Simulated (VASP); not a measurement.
# A VASP study of BaY (PW91): structure first, properties next, part 3 of 8

What structure does BaY take at this level, and what are its properties? The cell is invented: other elements were put on sites of a known structure type. It may not be a known or stable phase.

VASP 6.6.1, plane waves and PAW; the level of theory is named at each step.

Still holding for the runs below: The k-mesh is coarse for a metal.

So far. Step 2 (Rough relaxation of the start cell): It ends with a largest force of 0.037 eV/Å and a pressure of 0.04 GPa. Step 3 (Full relaxation (PW91)): It ends with a largest force of 0.003 eV/Å and a pressure of -0.01 GPa.

The structure was built from a prototype and need not be the compound's stable phase.

### 4. Second relaxation

Level of this step: PW91; plane waves and PAW (Ba_sv, Y_sv); invented cell (VASP).

The basis stayed that of the start cell while the cell moved. A rerun from the cell reached resets it; the error of the finite cutoff stays.

File INCAR:

```
SYSTEM = BaY
PREC = Accurate
ENCUT = 400
EDIFF = 1E-06
NELM = 100
ISMEAR = 1
SIGMA = 0.2
LREAL = .FALSE.
ALGO = Normal
GGA = 91
NBANDS = 27
LORBIT = 11
LWAVE = .FALSE.
LCHARG = .FALSE.
KPAR = 2
IBRION = 2
NSW = 60
ISIF = 3
EDIFFG = -0.01
```

File POSCAR:

```
BaY
1.0
    5.4572138773      0.0000000000      0.0000000000
    0.0000000000      5.4572138773      0.0000000000
    0.0000000000      0.0000000000      5.7319970692
Ba Y
2 2
Direct
    0.5000000000      0.0000000000      0.4995906171
    0.0000000000      0.5000000000      0.5004093829
    0.0000000000      0.0000000000      0.0000000000
    0.5000000000      0.5000000000      0.0000000000
```

File KPOINTS:

```
Automatic mesh
0
Gamma
5 5 5
0 0 0
```

PAW data sets: Ba_sv and Y_sv (PBE family, release 64).

Started as:

```
$ mpirun -np 2 vasp_std
```

What it wrote:

```text
[... set-up lines as in an earlier step ...]
 entering main loop
       N       E                     dE             d eps       ncg     rms          rms(c)
DAV:   1     0.242436227811E+03    0.24244E+03   -0.17198E+04   972   0.114E+03
DAV:   2     0.552881061190E+00   -0.24188E+03   -0.23825E+03  1384   0.268E+02
DAV:   3    -0.165296379814E+02   -0.17083E+02   -0.16690E+02  1493   0.558E+01
DAV:   4    -0.173317117389E+02   -0.80207E+00   -0.79474E+00  1488   0.105E+01
DAV:   5    -0.173480759822E+02   -0.16364E-01   -0.16334E-01  1397   0.148E+00    0.209E+01
DAV:   6    -0.154421084090E+02    0.19060E+01   -0.87904E+00  1199   0.661E+00    0.152E+01
DAV:   7    -0.154367825705E+02    0.53258E-02   -0.12408E+00  1392   0.318E+00    0.741E+00
DAV:   8    -0.154492295596E+02   -0.12447E-01   -0.16189E-01  1369   0.170E+00    0.110E+00
DAV:   9    -0.154484603545E+02    0.76921E-03   -0.25862E-02  1296   0.502E-01    0.341E-01
DAV:  10    -0.154475608218E+02    0.89953E-03   -0.42004E-03  1198   0.272E-01    0.144E-01
DAV:  11    -0.154475684875E+02   -0.76657E-05   -0.67592E-04  1312   0.116E-01    0.450E-02
DAV:  12    -0.154475660518E+02    0.24357E-05   -0.40656E-05  1364   0.289E-02    0.160E-02
DAV:  13    -0.154475678950E+02   -0.18432E-05   -0.22490E-06  1016   0.636E-03    0.116E-02
DAV:  14    -0.154475666307E+02    0.12643E-05   -0.40695E-06   935   0.861E-03    0.230E-03
DAV:  15    -0.154475663846E+02    0.24610E-06   -0.32541E-07   606   0.352E-03
   1 F= -.15447566E+02 E0= -.15447923E+02  d E =-.154476E+02
 curvature:   0.00 expect dE= 0.000E+00 dE for cont linesearch  0.000E+00
 trial: gam= 0.00000 g(F)=  0.140E-05 g(S)=  0.416E-05 ort = 0.000E+00 (trialstep = 0.100E+01)
 search vector abs. value=  0.556E-05
 reached required accuracy - stopping structural energy minimisation
```

Run time: 56 s. Hardware: 2 MPI ranks of AMD EPYC 7R43, shared host; peak memory 0.43 GiB.

OUTCAR, selected parts (step 4):

```text
  LATTYP: Found a simple tetragonal cell.
 ALAT       =     5.4572138773
 C/A-ratio  =     1.0503522856

 Found     18 irreducible k-points:

   ENCUT  =  400.0 eV  29.40 Ry    5.42 a.u.   8.90  8.90  9.35*2*pi/ulx,y,z

   NELECT =      42.0000    total number of electrons

 E-fermi :   2.5123

 k-point     1 :       0.0000    0.0000    0.0000
  band No.  band energies     occupation
    ...
     19       1.2698      2.00000
     20       1.4323      2.00000
     21       1.8897      2.00010
     22       1.8897      2.00010
     23       1.9776      2.00103
     24       4.1589     -0.00000
     25       4.2238     -0.00000
     26       4.2238     -0.00000
     27       4.7211     -0.00000

 k-point     2 :       0.2000    0.0000    0.0000
  band No.  band energies     occupation
    ...
     19       1.5368      2.00000
     20       1.5562      2.00000
     21       2.0459      2.00475
     22       2.0730      2.00805
     23       2.1781      2.03968
     24       3.8845     -0.00000
     25       4.2103     -0.00000
     26       4.2277     -0.00000
     27       4.3377     -0.00000

  Total       -0.0130679     -0.0130679     -0.0018908      0.0000000      0.0000000     -0.0000000
  in kB       -0.1226503     -0.1226503     -0.0177467      0.0000000      0.0000000     -0.0000000
  external PRESSURE =      -0.0876824 kB  Pullay stress =       0.0000000 kB

  energy-cutoff  :      400.00
  volume of cell :      170.71
      direct lattice vectors                 reciprocal lattice vectors
     5.457213877  0.000000000  0.000000000     0.183243689  0.000000000  0.000000000
     0.000000000  5.457213877  0.000000000     0.000000000  0.183243689  0.000000000
     0.000000000  0.000000000  5.731997069     0.000000000  0.000000000  0.174459266

 POSITION                                       TOTAL-FORCE (eV/Angst)
 -----------------------------------------------------------------------------------
      2.72861      0.00000      2.86365        -0.000000     -0.000000      0.003806
      0.00000      2.72861      2.86835        -0.000000      0.000000     -0.003806
      0.00000      0.00000      0.00000        -0.000000      0.000000      0.000000
      2.72861      2.72861      0.00000         0.000000     -0.000000      0.000000
 -----------------------------------------------------------------------------------
    total drift:                                0.000000      0.000000      0.000000

  FREE ENERGIE OF THE ION-ELECTRON SYSTEM (eV)
  ---------------------------------------------------
  free  energy   TOTEN  =       -15.4475663846 eV

  energy  without entropy=      -15.4486362624  energy(sigma->0) =      -15.44792301

[... 7 parts as in an earlier step ...]

[... 6 further parts left out ...]
```

Little changed from the start: no atom moved by 0.005 Å and no cell edge by 0.1 %.

Numbers from this step:

```yaml
pressure: -0.008768 GPa
scf_cycles_over_all_ionic_steps: 15
```

It ends with a largest force of 0.004 eV/Å and a pressure of -0.01 GPa. The volume moved by under 0.01 %: the run met its threshold at the first step.

### 5. Density, ELF and potential (PW91)

The relaxed cell gets a fresh self-consistent run, on a basis set for its own volume, to fix the density and to check the remaining stress.

INCAR: that of step 4 with these lines changed.

```diff
@@ -13,7 +13,5 @@
 LWAVE = .FALSE.
-LCHARG = .FALSE.
-KPAR = 2
-IBRION = 2
-NSW = 60
-ISIF = 3
-EDIFFG = -0.01
+LCHARG = .TRUE.
+ISIF = 2
+LELF = .TRUE.
+LVHAR = .TRUE.
```

POSCAR is that of step 4.

KPOINTS is that of step 4.

Started as:

```
$ mpirun -np 2 vasp_std
```

What it wrote:

```text
[banner, memory and clock lines left out]
running    2 mpi-ranks, on    1 nodes
 distrk:  each k-point on    2 cores,    1 groups
 distr:  one band on    1 cores,    2 groups

 POSCAR found type information on POSCAR BaY
 POSCAR found :  2 types and       4 ions
 [... a notice as in an earlier step ...]

 LDA part: xc-table for (Slater(with rela. corr.)+CA(PZ))
 , standard interpolation
|                                                                             |
|           W    W    AA    RRRRR   N    N  II  N    N   GGGG   !!!           |
|           W    W   A  A   R    R  NN   N  II  NN   N  G    G  !!!           |
|           W    W  A    A  R    R  N N  N  II  N N  N  G       !!!           |
|           W WW W  AAAAAA  RRRRR   N  N N  II  N  N N  G  GGG   !            |
|           WW  WW  A    A  R   R   N   NN  II  N   NN  G    G                |
|           W    W  A    A  R    R  N    N  II  N    N   GGGG   !!!           |
|                                                                             |
|     The number of bands has been changed from the values supplied in        |
|     The orbitals not found in the WAVECAR file will be initialized with     |
|     random numbers, which is usually adequate. For correlated               |
|     calculations, however, you should redo the groundstate calculation.     |
|     I found NBANDS = 27. Now, NBANDS = 28.                                  |
|                                                                             |

 POSCAR, INCAR and KPOINTS ok, starting setup
 FFT: planning ... GRIDC
 FFT: planning ... GRID_SOFT
 FFT: planning ... GRID
 WAVECAR not read
 entering main loop
       N       E                     dE             d eps       ncg     rms          rms(c)
DAV:   1     0.237475126278E+03    0.23748E+03   -0.16992E+04  1016   0.110E+03
DAV:   2    -0.433240880011E-02   -0.23748E+03   -0.23292E+03  1432   0.258E+02
DAV:   3    -0.165203131881E+02   -0.16516E+02   -0.16051E+02  1500   0.536E+01
DAV:   4    -0.173311751596E+02   -0.81086E+00   -0.80718E+00  1552   0.100E+01
DAV:   5    -0.173479636884E+02   -0.16789E-01   -0.16776E-01  1348   0.137E+00    0.209E+01
DAV:   6    -0.154485785658E+02    0.18994E+01   -0.76786E+00  1260   0.638E+00    0.151E+01
DAV:   7    -0.154354590220E+02    0.13120E-01   -0.11211E+00  1432   0.301E+00    0.750E+00
DAV:   8    -0.154488680642E+02   -0.13409E-01   -0.13890E-01  1320   0.162E+00    0.953E-01
DAV:   9    -0.154482051009E+02    0.66296E-03   -0.17948E-02  1336   0.446E-01    0.338E-01
DAV:  10    -0.154475821612E+02    0.62294E-03   -0.27507E-03  1280   0.235E-01    0.137E-01
DAV:  11    -0.154475663212E+02    0.15840E-04   -0.63804E-04  1308   0.112E-01    0.355E-02
DAV:  12    -0.154475669655E+02   -0.64432E-06   -0.36371E-05  1488   0.230E-02    0.216E-02
DAV:  13    -0.154475669420E+02    0.23563E-07   -0.51131E-06  1260   0.119E-02
   1 F= -.15447567E+02 E0= -.15447924E+02  d E =0.107051E-02
```

It took 57 s on 2 MPI ranks; peak memory 0.32 GiB.

From OUTCAR (step 5):

```text
   k-points           NKPTS =     18   k-points in BZ     NKDIM =     18   number of bands    NBANDS=     28

   NELECT =      42.0000    total number of electrons

 E-fermi :   2.5123

 k-point     1 :       0.0000    0.0000    0.0000
  band No.  band energies     occupation
    ...
     19       1.2698      2.00000
     20       1.4323      2.00000
     21       1.8897      2.00010
     22       1.8897      2.00010
     23       1.9776      2.00103
     24       4.1589     -0.00000
     25       4.2239     -0.00000
     26       4.2239     -0.00000
     27       4.7211     -0.00000
     28       4.8569     -0.00000

  Total       -0.0270545     -0.0270545     -0.0165654      0.0000000     -0.0000000     -0.0000000
  in kB       -0.2539235     -0.2539235     -0.1554768      0.0000000     -0.0000000     -0.0000000
  external PRESSURE =      -0.2211079 kB  Pullay stress =       0.0000000 kB

 POSITION                                       TOTAL-FORCE (eV/Angst)
 -----------------------------------------------------------------------------------
      2.72861      0.00000      2.86365        -0.000000      0.000000      0.003809
      0.00000      2.72861      2.86835         0.000000      0.000000     -0.003809
      0.00000      0.00000      0.00000         0.000000      0.000000      0.000000
      2.72861      2.72861      0.00000         0.000000     -0.000000      0.000000
 -----------------------------------------------------------------------------------
    total drift:                                0.000000      0.000000      0.000000

  FREE ENERGIE OF THE ION-ELECTRON SYSTEM (eV)
  ---------------------------------------------------
  free  energy   TOTEN  =       -15.4475669420 eV

  energy  without entropy=      -15.4486374558  energy(sigma->0) =      -15.44792378

[... 9 parts as in an earlier step ...]

[... 7 further parts left out ...]
```

Numbers from this step:

```yaml
scf_cycles: 13
bands: 28
pressure: -0.02211 GPa
```

Valence electrons inside each PAW sphere by angular momentum. Sphere charges, by row:

```csv
atom,s (e),p (e),d (e),f (e),tot (e)
Ba1,2.074,5.51,0.443,0,8.028
Ba2,2.074,5.51,0.443,0,8.028
Y3,2.293,6.107,0.842,0.003,9.245
Y4,2.293,6.107,0.842,0.003,9.245
```

Electrostatic potential energy in the ac plane at fractional y = 0.000, with atoms of Ba and Y within 0.2 Å of it. With pseudopotentials it is smooth inside the atoms' cores, unlike the true potential.

Values in eV, 15 rows by 15 columns, each cell a mean:
```
-23 -21 -15  -7  -1   2   3   3   3   3   1  -3 -11 -18 -22
-19 -16 -11  -4   0   2   3   3   3   3   1  -1  -7 -14 -18
-11  -9  -5  -1   1   1   1   1   1   1   1   0  -2  -7 -10
 -3  -2   0   0   0  -1  -2  -3  -3  -1   0   1   0  -1  -2
  1   1   1   1  -2  -5  -9 -11 -10  -7  -3   0   1   1   1
  3   3   2   0  -5 -11 -16 -20 -19 -14  -8  -2   1   2   3
  3   3   2  -1  -7 -15 -22 -24 -24 -19 -11  -4   0   2   3
  3   3   2  -2  -8 -16 -23 -24 -24 -20 -12  -5   0   2   3
  3   3   2  -1  -6 -13 -20 -23 -22 -17 -10  -3   1   2   3
  2   2   2   0  -3  -8 -12 -15 -14 -10  -6  -1   1   2   2
  0   0   1   1   0  -3  -5  -7  -6  -4  -1   0   1   0   0
 -6  -5  -2   0   1   1   0  -1   0   0   1   0  -1  -3  -6
-15 -13  -8  -2   1   2   2   2   2   2   1  -1  -5 -11 -14
-21 -19 -13  -6   0   2   3   3   3   3   1  -2  -9 -16 -21
-24 -22 -16  -8  -1   2   3   3   3   3   1  -3 -12 -19 -23
```
Columns run along a (5.5 Å; values clipped at the 3rd and 97th percentile), rows up along c (5.7 Å). Atoms in or near the plane, at fractional coordinates: Ba at (0.50, 0.50), Y at (0.00, 0.00).

Valence density in the ac plane at fractional y = 0.000, with atoms of Ba and Y within 0.2 Å of it. It is the smooth field of the valence electrons, not physical close to the nuclei.

Ten steps, logarithmic in the rise over the least value, from '_' (0.1 e/Å³) to '@' (5.0 e/Å³), each cell a mean:
```
@@%%**--..____________..==##@@
##**==::______________..--++##
==--::..________________..--==
....______..::::::..______....
________..--==++++==::..______
______..--++**##****==::______
______..==**##******++--______
______..==****++**##++--______
______..--**##**##**++::______
________::==******++--..______
..______..::--==--::..________
--::..______......______....::
**++--..________________::==**
@@%%++::______________..==##%%
@@@@**--..____________::++%%@@
```
Columns run along a (5.5 Å), rows up along c (5.7 Å). Atoms in or near the plane, at fractional coordinates: Ba at (0.50, 0.50), Y at (0.00, 0.00).

ELF in the ac plane at fractional y = 0.000, with atoms of Ba and Y within 0.2 Å of it. It is the smooth field of the valence electrons, not physical close to the nuclei.

Values, 15 rows by 15 columns, each cell a mean:
```
0.76 0.71 0.52 0.19 0.16 0.37 0.51 0.53 0.52 0.46 0.27 0.13 0.33 0.64 0.75
0.66 0.57 0.33 0.13 0.19 0.33 0.35 0.33 0.34 0.35 0.27 0.14 0.19 0.46 0.63
0.34 0.25 0.13 0.14 0.20 0.19 0.15 0.13 0.14 0.17 0.20 0.17 0.12 0.18 0.30
0.16 0.16 0.19 0.19 0.15 0.14 0.21 0.28 0.26 0.18 0.14 0.17 0.20 0.17 0.16
0.40 0.38 0.29 0.17 0.18 0.41 0.66 0.75 0.72 0.56 0.28 0.15 0.22 0.35 0.40
0.60 0.50 0.27 0.16 0.38 0.75 0.85 0.84 0.85 0.83 0.60 0.23 0.18 0.39 0.57
0.64 0.49 0.23 0.20 0.58 0.85 0.82 0.69 0.75 0.85 0.77 0.36 0.16 0.34 0.58
0.64 0.48 0.22 0.21 0.61 0.85 0.79 0.60 0.69 0.85 0.80 0.40 0.16 0.33 0.58
0.63 0.50 0.25 0.18 0.50 0.82 0.85 0.79 0.82 0.86 0.71 0.30 0.17 0.36 0.58
0.52 0.47 0.30 0.16 0.27 0.61 0.80 0.84 0.83 0.74 0.44 0.18 0.20 0.39 0.51
0.25 0.26 0.25 0.19 0.14 0.23 0.42 0.53 0.50 0.33 0.17 0.15 0.22 0.26 0.25
0.19 0.15 0.13 0.17 0.17 0.14 0.13 0.14 0.14 0.13 0.16 0.18 0.15 0.13 0.17
0.53 0.43 0.21 0.12 0.20 0.27 0.24 0.21 0.22 0.26 0.25 0.15 0.13 0.31 0.50
0.73 0.67 0.45 0.16 0.17 0.36 0.45 0.45 0.45 0.42 0.27 0.13 0.27 0.58 0.71
0.78 0.74 0.56 0.22 0.15 0.38 0.53 0.56 0.56 0.48 0.26 0.13 0.37 0.67 0.77
```
Columns run along a (5.5 Å), rows up along c (5.7 Å). Atoms in or near the plane, at fractional coordinates: Ba at (0.50, 0.50), Y at (0.00, 0.00).

In this run the pressure is -0.02 GPa, small enough to go on; single stress components reach 0.03 GPa.

(Continued in part 4 of 8.)

[Lines on the potential files, build, host, timing and source positions are cut from VASP's logs without a mark.]

[Logs are printed without paths, hosts, clocks, repeated set-up lines and the standing remarks that a program may print on its own settings, such as how far it seeks lower states.]

[Hosts, paths, dates, database ids (printed as entryN), source tags and the programs' standing remarks are cut or masked in the printed files.]

[A measured line is paired with the nearest computed mode of its activity, which favours agreement.]

[In band tables of VASP the shares of atoms and orbitals are scaled to a sum of 1 inside the atoms' spheres.]
